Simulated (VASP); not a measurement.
Input:

```xyz
2
Lattice="1.4750 -2.5548 0.0000 1.4750 2.5548 0.0000 0.0000 0.0000 4.6800" Properties=species:S:1:pos:R:3 pbc="T T T"
Ti     1.4750     0.8516     1.1700
Ti     1.4750    -0.8516     3.5100
```

Computed with PBE GGA, VASP's PBE PAW potentials (set 64) (plane waves; VASP). Run with 400 eV cut-off, 13×13×7 Γ-centred mesh, first-order Methfessel-Paxton smearing of 0.10 eV, potentials Ti_sv.

**Question.** Predict the energy per atom (σ→0), pressure, band gap (on the k-mesh) with the smallest direct gap where there is one.

**Answer.** 
The band gap (on the k-mesh) is none (metal, semimetal or under 0.01 eV) and the energy per atom (σ→0) is -7.826 eV/atom. The pressure is -2.47 GPa.

The compound is Ti in the hcp structure. The cell was not relaxed at this level.
